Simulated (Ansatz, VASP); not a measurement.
**TiOs3: VASP beside Ansatz**

```
Os Ti
1.0
     3.80837    0.00000    0.00000
     0.00000    3.80837    0.00000
     0.00000    0.00000    3.80837
Os Ti
3 1
Direct
  0.00000 0.50000 0.50000
  0.50000 0.00000 0.50000
  0.50000 0.50000 0.00000
  0.00000 0.00000 0.00000
```

Change from the starting cell: volume scaled by 0.94.

Alike in both runs: task single point; functional PBE; k mesh 7 × 7 × 7; occupations fermi-dirac, width 0.05 eV; no spin polarisation.

```csv
,VASP,Ansatz
version,VASP 6.6.1,Ansatz 0.2.0
potentials or method,"VASP PAW PBE potentials, release 64 (Os, Ti_sv)",Ansatz PAW
plane-wave cutoff (eV),520,420
valence electrons in the cell,36,60
```

VASP gave:

* gap on the k mesh at the Fermi level (eV): none
* pressure (GPa): 20.3

Q: What did Ansatz give for the same quantities?

A: gap on the k mesh at the Fermi level (eV): none; pressure (GPa): 20.2.

A gap of «none» marks a metal or a gap that the smearing closes. The two sets of potentials don't hold the same shells in valence.

The runs have no spin-orbit coupling, so splittings on Os are missing.
